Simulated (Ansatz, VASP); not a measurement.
**YSi2: VASP beside Ansatz**

```
Y Si
1.0
     4.03395    0.00000    0.00000
    -2.01698    3.49351    0.00000
     0.00000    0.00000    3.86040
Y Si
1 2
Direct
  0.00000 0.00000 0.00000
  0.33333 0.66667 0.50000
  0.66667 0.33333 0.50000
```

Alike in both runs: functional LDA; k mesh 12 × 12 × 10; occupations gaussian, width 0.1 eV; no spin polarisation.

Ansatz relaxed the structure, and its values are those at the end. VASP's run is a single point on that final structure, the one shown.

|  | VASP | Ansatz |
| --- | --- | --- |
| version | VASP 6.6.1 | Ansatz 0.2.0 |
| potentials or method | VASP PAW LDA potentials, release 64 (Y_sv, Si) | scalar-relativistic, plane waves, PAW |
| plane-wave cutoff (eV) | 520 | 420 |
| valence electrons in the cell | 19 | 19 |

|  | VASP | Ansatz | Ansatz less VASP |
| --- | --- | --- | --- |
| gap on the k mesh at the Fermi level (eV) | none | none | - |
| pressure (GPa) | 0.0 | 0.0 | -0.01 |

A gap of «none» marks a metal or a gap that the smearing closes.
